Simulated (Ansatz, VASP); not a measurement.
# SrGeC: VASP beside Ansatz, part 2 of 2

Aim: how closely do two programs agree when they are given the same cell, functional and k mesh? The cell is invented: As first built, before any earlier steps moved the atoms (in the runner's words): it takes the SrSiGe structure with some of its atoms replaced by other elements, volume scaled by an estimate. It may not be a known or stable phase. The cell is taken from a series of VASP runs on this material, whose earlier steps may have relaxed, scaled or displaced it; both programs get it as it stands.

VASP 6.6.1 and Ansatz 0.2.0.

So far: Starting point; Ansatz: relaxation of cell and atoms, BLYP; VASP: relaxation of cell and atoms, BLYP.

## (3) VASP: relaxation of cell and atoms, BLYP (continued)

Level of this step: BLYP; plane waves and PAW (Sr_sv, Ge_d, C); invented cell (VASP).

Numbers of over 12 decimals in the logs are rounded to 6 here.

From OUTCAR (step 3):

```text
ion  position               nearest neighbor table
   1  0.670  0.340  0.930-   3 2.68   3 2.68   3 2.80   2 3.17   2 3.37   2 3.40   2 3.54   2 3.62
                             2 3.62
   2  0.946  0.902  0.433-   3 2.04   3 2.04   1 3.17   1 3.37   1 3.40   1 3.54   1 3.62   1 3.62

  LATTYP: Found a triclinic cell.
 ALAT       =     4.2142752191
 B/A-ratio  =     2.0931485096
 C/A-ratio  =     0.8004959526
 COS(alpha) =     0.0016380414
 COS(beta)  =     0.3973271507
 COS(gamma) =     0.7497703648

 Subroutine GETGRP returns: Found  1 space group operations
 (whereof  1 operations were pure point group operations)

The static configuration has the point symmetry C_1 .

 Found    106 irreducible k-points:

   k-points           NKPTS =    106   k-points in BZ     NKDIM =    106   number of bands    NBANDS=     20

   dimension x,y,z NGX =    28 NGY =   32 NGZ =   40
   dimension x,y,z NGXF=    56 NGYF=   64 NGZF=   80

   ENCUT  =  520.0 eV  38.22 Ry    6.18 a.u.   6.27  7.85  9.53*2*pi/ulx,y,z

   NELECT =      28.0000    total number of electrons

 k-points in reciprocal lattice and weights: Automatic mesh
   0.00000000  0.00000000  0.00000000       0.005
   0.14285714  0.00000000 -0.00000000       0.010
   0.28571429  0.00000000 -0.00000000       0.010
   0.42857143 -0.00000000 -0.00000000       0.010
   0.00000000  0.16666667  0.00000000       0.010
   0.14285714  0.16666667 -0.00000000       0.010
   0.28571429  0.16666667 -0.00000000       0.010
   0.42857143  0.16666667 -0.00000000       0.010
  -0.42857143  0.16666667  0.00000000       0.010
[...]
-0.28571429 -0.16666667  0.40000000       0.010
  -0.14285714 -0.16666667  0.40000000       0.010

 average (electrostatic) potential at core
       1 -37.6111       2 -74.9319       3 -50.2638

 E-fermi :   4.0374

 k-point     1 :       0.0000    0.0000    0.0000
  band No.  band energies     occupation
    ...
     10      -8.0029      2.00000
     11      -1.0390      2.00000
     12       2.1129      2.00000
     13       2.1805      2.00000
     14       2.3064      2.00000
     15       4.8371      0.00000
     16       6.7195      0.00000
     17       7.3161      0.00000
     18       7.5594      0.00000
     19       9.6970      0.00000
    ...

 k-point     2 :       0.1429    0.0000   -0.0000
  band No.  band energies     occupation
    ...
     10      -7.7378      2.00000
     11      -1.3009      2.00000
     12       1.4051      2.00000
     13       2.2117      2.00000
     14       2.6318      2.00000
     15       4.9569      0.00000
     16       6.9281      0.00000
     17       7.5152      0.00000
     18       8.1356      0.00000
     19       8.4926      0.00000
    ...

 k-point     3 :       0.2857    0.0000   -0.0000
  band No.  band energies     occupation
    ...
     10      -6.9932      2.00000
     11      -2.4151      2.00000
     12       0.9201      2.00000
     13       2.4722      2.00000
     14       2.9319      2.00000
     15       4.8460      0.00000
     16       6.6361      0.00000
     17       6.9619      0.00000
     18       7.7856      0.00000
     19       8.3580      0.00000
    ...

  Total        0.0004638     -0.0059211     -0.0153825      0.0054226      0.0036954      0.0073926
  in kB        0.0110539     -0.1411234     -0.3666252      0.1292406      0.0880751      0.1761938
  external PRESSURE =      -0.1655649 kB  Pullay stress =       0.0000000 kB

  energy-cutoff  :      520.00
  volume of cell :       67.22
      direct lattice vectors                 reciprocal lattice vectors
     3.373843506 -0.044225082 -0.022543350     0.297996777  0.125246231 -0.006411308
    -1.641681893  3.919855533  0.270025855     0.003302286  0.257208517 -0.010365402
     0.023582766  0.206218134  5.124638343     0.001136889 -0.013001792  0.195653689

 POSITION                                       TOTAL-FORCE (eV/Angst)
 -----------------------------------------------------------------------------------
      1.72018      1.49550      4.83701        -0.006501     -0.007414     -0.000849
      1.72942      3.59276      2.44636         0.003755      0.001085      0.007514
      0.04141      3.08753      3.48399         0.002746      0.006329     -0.006665
 -----------------------------------------------------------------------------------
    total drift:                                0.000477      0.000983      0.000411

  FREE ENERGIE OF THE ION-ELECTRON SYSTEM (eV)
  ---------------------------------------------------
  free  energy   TOTEN  =       -12.7729634757 eV

  energy  without entropy=      -12.7709066218  energy(sigma->0) =      -12.77193505

 reached required accuracy - stopping structural energy minimisation

 total charge
# of ion       s       p       d       tot
------------------------------------------
    1        2.024   5.785   0.261   8.070
    2        1.159   1.156  10.044  12.360
    3        0.887   1.395   0.000   2.282
--------------------------------------------------
tot          4.070   8.336  10.306  22.712

[... 3 further parts left out ...]
```

CONTCAR:

```
SrGeC
   1.00000000000000
     3.3738435061905192   -0.0442250821623246   -0.0225433496203717
    -1.6416818927475179    3.9198555329192386    0.2700258552198277
     0.0235827660643328    0.2062181336474887    5.1246383428523377
  Sr              Ge              C
     1     1     1
Direct
     0.6689023960714867    0.3401983891866406    0.9288894128532497
     0.9496572778999981    0.9044411837908707    0.4338923694631427
     0.3767053260285184    0.7581634269224941    0.6415582177836084
```

The gap is under twice the smearing width, so the edge states are partly filled and the run can't tell a small gap from a semimetal.

## (4) Side by side

Known differences besides the potentials themselves: both relaxations stop at a tolerance, which leaves soft axes loose, and VASP keeps its plane-wave basis; the cutoff is 420 eV in Ansatz and 520 eV in VASP; Ansatz makes its cores anew for this functional, VASP keeps those of its PBE data sets; VASP leaves aspherical gradient terms in its spheres out (LASPH is not set), Ansatz keeps them; VASP's log shows a relativistic correction to its local exchange, Ansatz's none; Ansatz adds a Pulay correction to the stress that steers its cell, VASP none. Total energies have different zeros and are not compared.

Both answers:

```tsv
quantity	Ansatz	VASP	difference
volume (Å³)	66.89	67.22	-0.49 %
edge a after relaxation, in the typed setting (Å)	3.366	3.374	-0.24 %
edge b after relaxation, in the typed setting (Å)	4.246	4.258	-0.28 %
edge c after relaxation, in the typed setting (Å)	5.131	5.129	+0.05 %
```

The walks stopped with 0.00 GPa left in Ansatz and -0.02 GPa in VASP; each walk ends within a tolerance, so the volume difference is uncertain by about these residues over the bulk modulus, most in soft cells.

## (5) Outcome

| Property | Result |
| --- | --- |
| difference in volume (relaxation of cell and atoms, BLYP) | -0.49 % |

In words: The difference in volume is -0.49 % (relaxation of cell and atoms, BLYP), within the 1.2 % picked in this series as the mark of a large difference, as far as the stopping tolerances let one tell. How closely two codes agree says nothing of how well the functional describes the real material.

[Lines on the potential files, build, host, timing and source positions are cut from VASP's logs without a mark.]

[Logs are printed without paths, hosts, clocks, repeated set-up lines and the standing remarks that a program may print on its own settings, such as how far it seeks lower states.]

[Hosts, paths, dates, database ids (printed as entryN), source tags and the programs' standing remarks are cut or masked in the printed files.]
